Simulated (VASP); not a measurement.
Input:

```
C
1.0
    1.24549    -2.15726     0.00000
    1.24549     2.15726     0.00000
    0.00000     0.00000     7.02122
C
4
Direct
  0.00000   0.00000   0.25000
  0.00000   0.00000   0.75000
  0.33333   0.66667   0.25000
  0.66667   0.33333   0.75000
```

Method: PBE GGA with D3 dispersion (zero damping), VASP's PBE PAW potentials (set 64) (plane waves; VASP). Numerical set-up: 520 eV cut-off, 10×10×3 Γ-centred mesh, Gaussian smearing of 0.050 eV, potentials C.

Q: The ions and cell shape at fixed volume are relaxed. Give the cell that the relaxation ends in.

A: 
```
C
1.0
    1.23393    -2.13723     0.00000
    1.23393     2.13723     0.00000
    0.00000     0.00000     7.15341
C
4
Direct
  0.00000   0.00000   0.25000
  0.00000   0.00000   0.75000
  0.33333   0.66667   0.25000
  0.66667   0.33333   0.75000
```
Space group P6_3/mmc (194), at a tolerance of 0.03 Å.

Q: How much energy does the relaxation gain?

A: The energy (σ→0) changes by -6.3 meV/atom, in 3 ionic steps.

The compound is C in the graphite structure. This cell is one point of a volume scan, at 1.03 of the reference volume. Symmetry was kept, so distortions that lower it aren't found.
